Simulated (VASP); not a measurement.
# CsC (Pm-3m) in VASP: reference runs

Aim: a first look at CsC with PBE, on the cell as given and on a disturbed one.

Program: VASP 6.6.1. These are calculated values, not measurements. Logs are shortened: lines on timing, memory, paths and dates and some standing lists are left out, and cuts for length are marked.

### Step 1. The crystal as given

The structure is cubic, space group Pm-3m (No. 221). Conventional cell: a = 3.823 Å, b = 3.823 Å, c = 3.823 Å, α = 90.00°, β = 90.00°, γ = 90.00°. Cs (site symmetry m-3m) is surrounded by 8 C at 3.31 Å. C (site symmetry m-3m) has 8 Cs at 3.31 Å as nearest neighbours.

The cell was built by a generator and needn't be a form met in nature.

### Step 2. Single point, PBE

INCAR reads:

```
  ALGO = Normal
  EDIFF = 1E-7
  ENCUT = 520
  GGA = PE
  ISIF = 2
  ISMEAR = -1
  LASPH = T
  LCHARG = T
  LELF = T
  LREAL = F
  LVHAR = T
  LWAVE = F
  NBANDS = 14
  NELM = 100
  PREC = Accurate
  SIGMA = 0.05
```

KPOINTS reads:

```
k-points
0
Gamma
  7 7 7
```

POSCAR reads:

```
CsC
1.0
    3.8233000000      0.0000000000      0.0000000000
    0.0000000000      3.8233000000      0.0000000000
    0.0000000000      0.0000000000      3.8233000000
Cs C
1 1
Direct
    0.0000000000      0.0000000000      0.0000000000
    0.5000000000      0.5000000000      0.5000000000
```

Potentials or basis: VASP PAW PBE potentials, release 64 (Cs_sv, C).

On the command line:

```bash
$ cat potpaw_PBE.64/Cs_sv/POTCAR potpaw_PBE.64/C/POTCAR > POTCAR
$ mpirun -np 1 vasp_std > vasp.out
```

OUTCAR:

```text
EDIFF = 1E-7
   ENCUT = 520
   GGA = PE
   ISIF = 2
   ISMEAR = -1
   LASPH = T
   LREAL = F
   NELM = 100
   PREC = Accurate

 ion  position               nearest neighbor table
   1  0.000  0.000  0.000-
   2  0.500  0.500  0.500-

  LATTYP: Found a simple cubic cell.
 ALAT       =     3.8233000000

  Lattice vectors:

 A1 = (   3.8233000000,   0.0000000000,   0.0000000000)
 A2 = (   0.0000000000,   3.8233000000,   0.0000000000)
 A3 = (   0.0000000000,   0.0000000000,   3.8233000000)

Analysis of symmetry for initial positions (statically):
=====================================================================
 Subroutine PRICEL returns:
 Original cell was already a primitive cell.

 Routine SETGRP: Setting up the symmetry group for a
 simple cubic supercell.

 Subroutine GETGRP returns: Found 48 space group operations
 (whereof 48 operations were pure point group operations)
 out of a pool of 48 trial point group operations.

The static configuration has the point symmetry O_h .

Analysis of symmetry for dynamics (positions and initial velocities):
=====================================================================
 Subroutine PRICEL returns:
 Original cell was already a primitive cell.

 Routine SETGRP: Setting up the symmetry group for a
 simple cubic supercell.

 Subroutine GETGRP returns: Found 48 space group operations
 (whereof 48 operations were pure point group operations)
 out of a pool of 48 trial point group operations.

The dynamic configuration has the point symmetry O_h .

 Subroutine INISYM returns: Found 48 space group operations
 (whereof 48 operations are pure point group operations),
 and found     1 'primitive' translations

----------------------------------------------------------------------------------------

                                     Primitive cell

  volume of cell :      55.8876

  direct lattice vectors                    reciprocal lattice vectors
     3.823300000  0.000000000  0.000000000     0.261554155  0.000000000  0.000000000
     0.000000000  3.823300000  0.000000000     0.000000000  0.261554155  0.000000000
     0.000000000  0.000000000  3.823300000     0.000000000  0.000000000  0.261554155

  length of vectors
     3.823300000  3.823300000  3.823300000     0.261554155  0.261554155  0.261554155

  position of ions in fractional coordinates (direct lattice)
     0.000000000  0.000000000  0.000000000
     0.500000000  0.500000000  0.500000000

  ion indices of the primitive-cell ions
   primitive index   ion index
                 1           1
                 2           2

----------------------------------------------------------------------------------------

 KPOINTS: k-points

Automatic generation of k-mesh.
 Grid dimensions read from file:
 generate k-points for:    7    7    7

 Generating k-lattice:

  Cartesian coordinates                     Fractional coordinates (reciprocal lattice)
     0.037364879  0.000000000  0.000000000     0.142857143  0.000000000  0.000000000
     0.000000000  0.037364879  0.000000000     0.000000000  0.142857143  0.000000000
     0.000000000  0.000000000  0.037364879     0.000000000  0.000000000  0.142857143

  Length of vectors
     0.037364879  0.037364879  0.037364879

  Shift w.r.t. Gamma in fractional coordinates (k-lattice)
     0.000000000  0.000000000  0.000000000

 Subroutine IBZKPT returns following result:
 ===========================================

 Found     20 irreducible k-points:

 Following reciprocal coordinates:
            Coordinates               Weight
  0.000000  0.000000  0.000000      1.000000
  0.142857  0.000000  0.000000      6.000000
  0.285714  0.000000  0.000000      6.000000
  0.428571  0.000000  0.000000      6.000000
  0.142857  0.142857  0.000000     12.000000
  0.285714  0.142857  0.000000     24.000000
[... 12 lines left out ...]
  0.428571  0.428571  0.285714     24.000000
  0.428571  0.428571  0.428571      8.000000
   k-points           NKPTS =     20   k-points in BZ     NKDIM =     20   number of bands    NBANDS=     14
   number of dos      NEDOS =    301   number of ions     NIONS =      2
   total plane-waves  NPLWV =  21952
   dimension x,y,z NGX =    28 NGY =   28 NGZ =   28
   dimension x,y,z NGXF=    56 NGYF=   56 NGZF=   56
   ions per type =               1   1
   NGX,Y,Z   is equivalent  to a cutoff of  12.18, 12.18, 12.18 a.u.
   NGXF,Y,Z  is equivalent  to a cutoff of  24.35, 24.35, 24.35 a.u.
 SYSTEM =  unknown system
   PREC   = accura    normal or accurate (medium, high low for compatibility)
   ISTART =      0    job   : 0-new  1-cont  2-samecut
   ICHARG =      2    charge: 1-file 2-atom 10-const
   ISPIN  =      1    spin polarized calculation?
   LNONCOLLINEAR =      F non collinear calculations
   LSORBIT =      F    spin-orbit coupling
   LASPH  =      T    aspherical Exc in radial PAW
   ENCUT  =  520.0 eV  38.22 Ry    6.18 a.u.   7.11  7.11  7.11*2*pi/ulx,y,z
   NELM   =    100;   NELMIN=  2; NELMDL= -5     # of ELM steps
   EDIFF  = 0.1E-06   stopping-criterion for ELM
   LREAL  =      F    real-space projection
   EDIFFG = 0.1E-05   stopping-criterion for IOM
   NSW    =      0    number of steps for IOM
   IBRION =     -1    ionic relax: 0-MD 1-quasi-New 2-CG
   NFREE  =      0    steps in history (QN), initial steepest desc. (CG)
   ISIF   =      2    stress and relaxation
   ISYM   =      2    0-nonsym 1-usesym 2-fastsym
   POTIM  = 0.5000    time-step for ionic-motion
   TEBEG  =    0.0;   TEEND  =   0.0 temperature during run
   PSTRESS=    0.0 pullay stress
   NELECT =      13.0000    total number of electrons
   NUPDOWN=      -1.0000    fix difference up-down
   EMIN   =  10.00;   EMAX   =-10.00  energy-range for DOS
   EFERMI =   0.00;   METHOD = LEGACY
   ISMEAR =    -1;   SIGMA  =   0.05  broadening in eV -4-tet -1-fermi 0-gaus
   EFERMI_NEDOS =   21; number of points for ismear=-14 and -15
   IALGO  =     38    algorithm
   IMIX   =      4    mixing-type and parameters
     AMIX     =   0.40;   BMIX     =  1.00
     AMIX_MAG =   1.60;   BMIX_MAG =  1.00
  volume/ion in A,a.u.               =      27.94       188.57
  Fermi-wavevector in a.u.,A,eV,Ry     =   1.006818  1.902610 13.791983  1.013682
  Thomas-Fermi vector in A             =   2.139584
   LORBIT       =      0    0 simple, 1 ext, 2 COOP (PROOUT), +10 PAW based schemes
   GGA     = PE    functional components
   LHFCALC =     F    Hartree Fock is set to
   AEXX    =    0.0000 exact exchange contribution
   IVDW    =     0    specifies the selected vdW correction
   LEPSILON=     F    determine dielectric tensor
   LRPA    =     F    only Hartree local field effects (RPA)
 non-spin polarized calculation
  energy-cutoff  :      520.00
  volume of cell :       55.89
 maximum number of plane-waves:      1514
   NGX = 15   NGY = 15   NGZ = 15

 number of electron      13.0000001 magnetization

 Free energy of the ion-electron system (eV)
  ---------------------------------------------------
  ext. energy  EPLUGINS =         0.00000000
  ---------------------------------------------------
  free energy    TOTEN  =        -4.62207064 eV

  energy without entropy =       -4.59924422  energy(sigma->0) =       -4.61065743

 E-fermi :   1.6532     XC(G=0):  -8.8819

 val. band max:        1.6198305046   @ k =   0.4286   0.4286   0.0000
 cond. band min:       1.6821893488   @ k =   0.1429   0.1429   0.1429
 fundamental gap:      0.0623588442
 Fermi energy:         1.6532139593

 k-point     1 :       0.0000    0.0000    0.0000
  band No.  band energies     occupation
      1     -19.6863      2.00000
      2      -6.9478      2.00000
      3      -5.8562      2.00000
      4      -5.8562      2.00000
      5      -5.8562      2.00000
      6       2.4487      0.00000
      7       2.4487      0.00000
      8       2.4487      0.00000
      9       4.9989      0.00000
     10       4.9989      0.00000
     11       6.8251      0.00000
     12      11.0806      0.00000
     13      11.0806      0.00000
     14      11.0806      0.00000

 k-point     2 :       0.1429    0.0000    0.0000
  band No.  band energies     occupation
      1     -19.6549      2.00000
      2      -7.3011      2.00000
      3      -5.8158      2.00000
      4      -5.8158      2.00000
      5      -5.6742      2.00000
      6       1.9504      0.00523
      7       2.3569      0.00000
      8       2.3569      0.00000
      9       5.1471      0.00000
     10       5.7089      0.00000
     11       7.3967      0.00000
     12      10.7734      0.00000
     13      10.7734      0.00000
     14      11.1856      0.00000

 k-point     3 :       0.2857    0.0000    0.0000
  band No.  band energies     occupation
      1     -19.5827      2.00000
      2      -7.9213      2.00000
      3      -5.7218      2.00000
      4      -5.7218      2.00000
      5      -5.3780      2.00000
      6       1.0726      1.99998
      7       2.1409      0.00012
      8       2.1409      0.00012
      9       5.5428      0.00000
     10       7.2682      0.00000
     11       8.7563      0.00000
     12      10.3358      0.00000
     13      10.3358      0.00000
     14      11.4488      0.00000
[... 256 lines left out ...]
 k-point    19 :       0.4286    0.4286    0.2857
  band No.  band energies     occupation
      1     -19.2857      2.00000
      2      -7.0817      2.00000
      3      -6.8881      2.00000
      4      -6.3761      2.00000
      5      -6.2668      2.00000
      6       0.7543      2.00000
      7       0.8919      2.00000
      8       1.2510      1.99936
      9       8.1040      0.00000
     10       8.8139      0.00000
     11       8.9324      0.00000
     12       9.2729      0.00000
     13      11.8139      0.00000
     14      12.3946      0.00000

 k-point    20 :       0.4286    0.4286    0.4286
  band No.  band energies     occupation
      1     -19.2350      2.00000
      2      -6.8418      2.00000
      3      -6.7612      2.00000
      4      -6.7612      2.00000
      5      -6.3253      2.00000
      6       0.4381      2.00000
      7       0.4381      2.00000
      8       0.6550      2.00000
      9       8.8003      0.00000
     10       9.1667      0.00000
     11       9.1667      0.00000
     12      11.7166      0.00000
     13      11.7166      0.00000
     14      12.2935      0.00000

------------------------ aborting loop because EDIFF is reached ----------------------------------------

  FORCE on cell =-STRESS in cart. coord.  units (eV):
  Direction    XX          YY          ZZ          XY          YZ          ZX
  --------------------------------------------------------------------------------------
  -------------------------------------------------------------------------------------
  Total        0.0106692      0.0106692      0.0106692      0.0000000     -0.0000000     -0.0000000
  in kB        0.3058622      0.3058622      0.3058622      0.0000000     -0.0000000     -0.0000000
  external PRESSURE =       0.3058622 kB  Pullay stress =       0.0000000 kB

 VOLUME and BASIS-vectors are now :
 -----------------------------------------------------------------------------
  energy-cutoff  :      520.00
  volume of cell :       55.89
      direct lattice vectors                 reciprocal lattice vectors
     3.823300000  0.000000000  0.000000000     0.261554155  0.000000000  0.000000000
     0.000000000  3.823300000  0.000000000     0.000000000  0.261554155  0.000000000
     0.000000000  0.000000000  3.823300000     0.000000000  0.000000000  0.261554155

 POSITION                                       TOTAL-FORCE (eV/Angst)
 -----------------------------------------------------------------------------------
      0.00000      0.00000      0.00000         0.000000      0.000000      0.000000
      1.91165      1.91165      1.91165         0.000000      0.000000      0.000000
 -----------------------------------------------------------------------------------
    total drift:                                0.000000      0.000000      0.000000

  FREE ENERGIE OF THE ION-ELECTRON SYSTEM (eV)
  ---------------------------------------------------
  free  energy   TOTEN  =        -4.6220706351 eV

  energy  without entropy=       -4.5992442154  energy(sigma->0) =       -4.61065743
```

Wall time 6.9 s (1 thread of Intel Xeon 6975P-C (Granite Rapids), shared host); peak memory 0.15 GiB.

What came out:

```
Free energy            : -4.6221 eV
Pressure               : 0.0 GPa
Band gap on the k mesh : none (metal or under the smearing width)
```

### Step 3. Single point, PBE (atoms moved at random, drawn with an rms of 0.05 Å)

INCAR reads:

```
SYSTEM = CsC
  PREC = Accurate
  ENCUT = 520
  EDIFF = 1E-7
  ISMEAR = -1
  SIGMA = 0.05
  LREAL = .False.
  LASPH = .True.
  NELM = 60
  ALGO = Normal
  ISIF = 2
  LWAVE = .False.
  LCHARG = .False.
  GGA = PE
  NBANDS = 14
```

KPOINTS reads:

```
regular mesh
0
Gamma
  7 7 7
  0 0 0
```

POSCAR reads:

```
CsC
1.0
    3.8233000000      0.0000000000      0.0000000000
    0.0000000000      3.8233000000      0.0000000000
    0.0000000000      0.0000000000      3.8233000000
Cs C
1 1
Direct
   -0.0006700000      0.0070370000     -0.0146020000
    0.4939250000      0.5066190000      0.4821950000
```

Potentials or basis: VASP PAW PBE potentials, release 64 (Cs_sv, C).

On the command line:

```bash
$ cat potpaw_PBE.64/Cs_sv/POTCAR potpaw_PBE.64/C/POTCAR > POTCAR
$ mpirun -np 1 vasp_std > vasp.out
```

OUTCAR:

```text
SYSTEM = CsC
   PREC = Accurate
   ENCUT = 520
   EDIFF = 1E-7
   ISMEAR = -1
   LREAL = .False.
   LASPH = .True.
   NELM = 60
   ISIF = 2
   GGA = PE

 ion  position               nearest neighbor table
   1  0.999  0.007  0.985-
   2  0.494  0.507  0.482-

  LATTYP: Found a simple cubic cell.
 ALAT       =     3.8233000000

  Lattice vectors:

 A1 = (   3.8233000000,   0.0000000000,   0.0000000000)
 A2 = (   0.0000000000,   3.8233000000,   0.0000000000)
 A3 = (   0.0000000000,   0.0000000000,   3.8233000000)

Analysis of symmetry for initial positions (statically):
=====================================================================
 Subroutine PRICEL returns:
 Original cell was already a primitive cell.

 Routine SETGRP: Setting up the symmetry group for a
 simple cubic supercell.

 Subroutine GETGRP returns: Found  1 space group operations
 (whereof  1 operations were pure point group operations)
 out of a pool of 48 trial point group operations.

The static configuration has the point symmetry C_1 .
[... 171 lines left out ...]
      2      -6.9486      2.00000
      3      -5.8563      2.00000
      4      -5.8562      2.00000
      5      -5.8556      2.00000
      6       2.4471      0.00000
      7       2.4483      0.00000
      8       2.4486      0.00000
      9       4.9993      0.00000
     10       5.0013      0.00000
     11       6.8246      0.00000
     12      11.0805      0.00000
     13      11.0809      0.00000
     14      11.0811      0.00000
[... 377 lines left out ...]
      1     -19.5531      2.00000
      2      -7.8465      2.00000
      3      -6.1876      2.00000
      4      -5.6882      2.00000
      5      -5.2589      2.00000
      6       1.1260      1.99995
      7       2.0554      0.00064
      8       2.1523      0.00009
      9       5.9782      0.00000
     10       7.4962      0.00000
     11       8.4299      0.00000
     12       9.8761      0.00000
     13      10.1497      0.00000
     14      11.0675      0.00000

 [... further k-points ...]

------------------------ aborting loop because EDIFF is reached ----------------------------------------

  FORCE on cell =-STRESS in cart. coord.  units (eV):
  Direction    XX          YY          ZZ          XY          YZ          ZX
  --------------------------------------------------------------------------------------
  -------------------------------------------------------------------------------------
  Total        0.0114576      0.0123144      0.0117891      0.0001034      0.0001087      0.0008822
  in kB        0.3284641      0.3530278      0.3379695      0.0029643      0.0031164      0.0252898
  external PRESSURE =       0.3398205 kB  Pullay stress =       0.0000000 kB

 VOLUME and BASIS-vectors are now :
 -----------------------------------------------------------------------------
  energy-cutoff  :      520.00
  volume of cell :       55.89
      direct lattice vectors                 reciprocal lattice vectors
     3.823300000  0.000000000  0.000000000     0.261554155  0.000000000  0.000000000
     0.000000000  3.823300000  0.000000000     0.000000000  0.261554155  0.000000000
     0.000000000  0.000000000  3.823300000     0.000000000  0.000000000  0.261554155

 POSITION                                       TOTAL-FORCE (eV/Angst)
 -----------------------------------------------------------------------------------
      3.82074      0.02690      3.76747        -0.024046     -0.001878     -0.014262
      1.88842      1.93696      1.84358         0.024046      0.001878      0.014262
 -----------------------------------------------------------------------------------
    total drift:                                0.000022     -0.000044     -0.000006

  FREE ENERGIE OF THE ION-ELECTRON SYSTEM (eV)
  ---------------------------------------------------
  free  energy   TOTEN  =        -4.6217320750 eV

  energy  without entropy=       -4.5989178971  energy(sigma->0) =       -4.61032499
```

OSZICAR:

```text
N       E                     dE             d eps       ncg     rms          rms(c)
DAV:   1     0.529973729414E+02    0.52997E+02   -0.54536E+03  4816   0.768E+02
DAV:   2    -0.119513944343E+01   -0.54193E+02   -0.51453E+02  6898   0.135E+02
DAV:   3    -0.483447827582E+01   -0.36393E+01   -0.35893E+01  6100   0.342E+01
DAV:   4    -0.486237333377E+01   -0.27895E-01   -0.27881E-01  5446   0.347E+00
DAV:   5    -0.486250776268E+01   -0.13443E-03   -0.13443E-03  5974   0.252E-01    0.169E+00
DAV:   6    -0.463304146086E+01    0.22947E+00   -0.25831E-01  5896   0.340E+00    0.511E-01
DAV:   7    -0.462268939060E+01    0.10352E-01   -0.85691E-02  5638   0.165E+00    0.452E-01
DAV:   8    -0.462265799935E+01    0.31391E-04   -0.13863E-02  5638   0.688E-01    0.173E-01
DAV:   9    -0.462166427256E+01    0.99373E-03   -0.17820E-03  6148   0.270E-01    0.519E-02
DAV:  10    -0.462173167405E+01   -0.67401E-04   -0.27276E-04  5494   0.105E-01    0.667E-03
DAV:  11    -0.462173256542E+01   -0.89137E-06   -0.88402E-06  6004   0.175E-02    0.525E-03
DAV:  12    -0.462173167266E+01    0.89276E-06   -0.18687E-06  5488   0.881E-03    0.175E-03
DAV:  13    -0.462173205379E+01   -0.38113E-06   -0.35780E-07  5914   0.339E-03    0.782E-04
DAV:  14    -0.462173207502E+01   -0.21232E-07   -0.15243E-08  2738   0.810E-04
   1 F= -.46217321E+01 E0= -.46103250E+01  d E =-.228142E-01
```

stdout:

```text
POSCAR found type information on POSCAR CsC
 POSCAR found :  2 types and       2 ions
 scaLAPACK will be used
 LDA part: xc-table for (Slater+PW92), standard interpolation
 POSCAR, INCAR and KPOINTS ok, starting setup
 FFT: planning ... GRIDC
 FFT: planning ... GRID_SOFT
 FFT: planning ... GRID
 WAVECAR not read
 entering main loop
```

It took 36 s on 1 thread of Intel Xeon 6975P-C (Granite Rapids), shared host; peak memory 0.25 GiB.

Results:

```yaml
Free_energy: -4.6217 eV
Pressure: 0.0 GPa
Largest_force: 0.028 eV/Å
Band_gap_on_the_k_mesh: none (metal or under the smearing width)
```

Forces on the atoms (eV/Å):
```
Cs  -0.024 -0.002 -0.014
C    0.024  0.002  0.014
```

Spin-orbit coupling is left out, which matters for the levels of Cs.
